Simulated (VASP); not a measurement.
Given:

```yaml
crystal:
  lattice:
    - [3.50569, 0.00000, 0.00000]
    - [0.00000, 3.50569, 0.00000]
    - [0.00000, 0.00000, 3.50569]
  atoms:
    - { symbol: Ca, position: [0.00389, 0.99948, 0.00133] }
    - { symbol: Pd, position: [0.49611, 0.50052, 0.49867] }
```

Method: LDA (Ceperley-Alder, Perdew-Zunger), VASP's LDA PAW potentials (set 64) (plane waves; VASP). Settings: 300 eV cut-off, 6×6×6 Γ-centred mesh, Gaussian smearing of 0.050 eV, potentials Ca_sv Pd.

At this cut-off the stress carries a Pulay error, which pulls relaxed volumes low.

Problem. Which forces act on the atoms, in eV/Å?

Solution. 
| atom | Fx | Fy | Fz |
|---|---|---|---|
| Ca1 | -0.059 | 0.008 | -0.020 |
| Pd2 | 0.059 | -0.008 | 0.020 |

Problem. Give the stress tensor in GPa (positive for a compressed cell).

Solution. 
```
-4.38   0.00   0.01
 0.00  -4.35   0.00
 0.01   0.00  -4.35
```
The pressure is its mean diagonal, -4.36 GPa.

The structure comes from a computed database's CaPd entry; how it stands against other phases isn't given here. The cell was not relaxed at this level, atoms are displaced from their ideal sites.
